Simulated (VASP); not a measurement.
Method: optB86b-vdW, VASP's PBE PAW potentials (set 64) (plane waves; VASP 6.6.1).

VASP ran on this input.

### POSCAR
```
Au
1
    0.0000000000     2.0391617059     2.0391617059
    2.0391617059     0.0000000000     2.0391617059
    2.0391617059     2.0391617059     0.0000000000
Au
1
Direct
  0.0000000000   0.0000000000   0.0000000000
```

**KPOINTS**
```
Automatic
0
G
15 15 15
0 0 0
```

### INCAR
```
SYSTEM  =  Au
PREC  =  Accurate; ENCUT  =  520; LREAL  =  .FALSE.
LASPH  =  .TRUE.
EDIFF  =  1E-7; NELM  =  100; ALGO  =  Normal
LMAXMIX  =  6
ISMEAR  =  1; SIGMA  =  0.1
GGA  =  MK; LUSE_VDW  =  .TRUE.; AGGAC  =  0.0
PARAM1  =  0.1234; PARAM2  =  1.0
ISIF  =  2
LWAVE  =  .FALSE.; LCHARG  =  .FALSE.
```

POTCAR, in this order: Au (PBE.64 set). Program: vasp_std.

Output of the run:

OSZICAR:
```
       N       E                     dE             d eps       ncg     rms          rms(c)
DAV:   1     0.455744487397E+02    0.45574E+02   -0.58958E+03  2328   0.110E+03
DAV:   2    -0.665457052017E+00   -0.46240E+02   -0.43605E+02  2221   0.200E+02
DAV:   3    -0.106463002013E+01   -0.39917E+00   -0.39887E+00  2567   0.195E+01
DAV:   4    -0.106572058381E+01   -0.10906E-02   -0.10905E-02  2467   0.107E+00
DAV:   5    -0.106572760222E+01   -0.70184E-05   -0.70173E-05  2448   0.824E-02    0.949E+00
DAV:   6    -0.800866792294E+00    0.26486E+00   -0.85091E-01  2194   0.904E+00    0.593E+00
DAV:   7    -0.780518455784E+00    0.20348E-01   -0.78445E-02  2315   0.270E+00    0.278E+00
DAV:   8    -0.777920106744E+00    0.25983E-02   -0.22947E-03  2304   0.540E-01    0.262E-01
DAV:   9    -0.777905678799E+00    0.14428E-04   -0.19161E-05  2395   0.491E-02    0.162E-02
DAV:  10    -0.777910828457E+00   -0.51497E-05   -0.28070E-06  2341   0.216E-02    0.309E-03
DAV:  11    -0.777910807053E+00    0.21404E-07   -0.47580E-08  1810   0.218E-03
   1 F= -.77791081E+00 E0= -.77775142E+00  d E =-.478166E-03
```

File OUTCAR:
```
------------------------ aborting loop because EDIFF is reached ----------------------------------------
  FORCE on cell =-STRESS in cart. coord.  units (eV):
  Direction    XX          YY          ZZ          XY          YZ          ZX
  --------------------------------------------------------------------------------------
  Total        0.5571763      0.5571763      0.5571763      0.0000000      0.0000000     -0.0000000
  in kB       52.6402873     52.6402873     52.6402873      0.0000000      0.0000000     -0.0000000
  external PRESSURE =      52.6402873 kB  Pullay stress =       0.0000000 kB
  volume of cell :       16.96
      direct lattice vectors                 reciprocal lattice vectors
     0.000000000  2.039161706  2.039161706    -0.245198798  0.245198798  0.245198798
     2.039161706  0.000000000  2.039161706     0.245198798 -0.245198798  0.245198798
     2.039161706  2.039161706  0.000000000     0.245198798  0.245198798 -0.245198798
 POSITION                                       TOTAL-FORCE (eV/Angst)
 -----------------------------------------------------------------------------------
      0.00000      0.00000      0.00000         0.000000      0.000000      0.000000
 -----------------------------------------------------------------------------------
    total drift:                                0.000000     -0.000000     -0.000000
  FREE ENERGIE OF THE ION-ELECTRON SYSTEM (eV)
  ---------------------------------------------------
  free  energy   TOTEN  =        -0.7779108071 eV

  energy  without entropy=       -0.7774326410  energy(sigma->0) =       -0.77775142
```
(Selected blocks of OUTCAR.)

The compound is Au in the fcc structure. This cell is one point of a volume scan, at 0.97 of the reference volume.
